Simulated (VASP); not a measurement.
Given:

```yaml
crystal:
  lattice:
    - [1.31864, -2.30460, 0.00000]
    - [1.31864, 2.30460, 0.00000]
    - [0.00000, 0.00000, 5.05772]
  atoms:
    - { symbol: Zn, position: [0.33333, 0.66667, 0.25000] }
    - { symbol: Zn, position: [0.69065, 0.35731, 0.75000] }
```

Calculation: RPBE GGA, VASP's PBE PAW potentials (set 64) (plane waves; VASP). Numerical set-up: 400 eV cut-off, 14×14×7 Γ-centred mesh, first-order Methfessel-Paxton smearing of 0.10 eV, potentials Zn.

Estimate the energy per atom (σ→0), pressure, band gap (on the k-mesh) with the smallest direct gap where there is one.

* **band gap (on the k-mesh)**: none (metal, semimetal or under 0.01 eV)
* **energy per atom (σ→0)**: -0.728 eV/atom
* **pressure**: 2.48 GPa

The absolute energy has meaning only against runs of the same code, potentials and settings.

The compound is Zn in the hcp structure. The cell was not relaxed at this level, atoms are displaced from their ideal sites. The run is one of a series of settings (GGA = RP against the base run), some of them coarse on purpose.
